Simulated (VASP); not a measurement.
An input for Ansatz (written as the equivalent of a VASP run, and not itself run):

Ansatz 0.2 input:
```yaml
crystal:
  lattice:
    - [4.7374371, 0.0000000, 0.0000000]
    - [0.0000000, 4.7374371, 0.0000000]
    - [0.0000000, 0.0000000, 3.1884424]
  atoms:
    - { symbol: Sn, position: [0.5000000, 0.5000000, 0.5000000] }
    - { symbol: Sn, position: [0.0000000, 0.0000000, 0.0000000] }
    - { symbol: O, position: [0.1938439, 0.8061561, 0.5000000] }
    - { symbol: O, position: [0.8061561, 0.1938439, 0.5000000] }
    - { symbol: O, position: [0.6938439, 0.6938439, 0.0000000] }
    - { symbol: O, position: [0.3061561, 0.3061561, 0.0000000] }
kpoints:
  mp_grid: { grid: [4, 4, 6] }
hamiltonian:
  xc: lda
  pseudopotentials: { kind: paw }
scf:
  occupations: { method: gaussian, width: 0.05 }
  max_iter: 100
relax:
  max_steps: 60
  f_tol: 0.02
  cell: {}
output: { forces: true, stress: true, eigenvalues: true }
```

Problem. Write the VASP files for the same calculation (LDA).

Solution. Several could match; the one computed here: 
**INCAR**
```
ISIF = 3   # ions, shape and volume
EDIFFG = -0.02
NELM = 100   # most electronic steps
ENCUT = 520
NSW = 60   # most ionic steps
LMAXMIX = 4
ISMEAR = 0   # Gaussian
LWAVE = F
IBRION = 2   # conjugate gradients
LREAL = F   # projection in real space or not
LCHARG = F
SYSTEM = SnO2
SIGMA = 0.05   # width (eV)
PREC = Accurate
EDIFF = 1E-6
LASPH = T   # aspherical one-centre terms
ALGO = Normal   # blocked Davidson
```

### POSCAR
```
SnO2
1.0
  4.7374370533   0.0000000000   0.0000000000
  0.0000000000   4.7374370533   0.0000000000
  0.0000000000   0.0000000000   3.1884423918
Sn O
2 4
Direct
  0.5000000000   0.5000000000   0.5000000000
  0.0000000000   0.0000000000   0.0000000000
  0.1938438507   0.8061561493   0.5000000000
  0.8061561493   0.1938438507   0.5000000000
  0.6938438507   0.6938438507   0.0000000000
  0.3061561493   0.3061561493   0.0000000000
```

### KPOINTS
```
Automatic mesh
0
Gamma
4 4 6
0 0 0
```

POTCAR, in this order: Sn_d O (LDA.64 set). Program: vasp_std.

What does not carry over: each code has its own PAW files, so the cut-off isn't converted (ENCUT is set for VASP's; basis.ecutwfc is left out, and Ansatz then takes the one that its files recommend); Ansatz stops its SCF on the density residual and VASP on the energy change (EDIFF); Ansatz's lda is the Perdew-Wang form, while the LDA potentials of VASP carry Perdew-Zunger's.

The structure comes from a computed database's SnO2 entry (P4_2/mnm); how it stands against other phases isn't given here. This run relaxes it. Symmetry was kept, so distortions that lower it aren't found. The start is the result of an earlier pass.
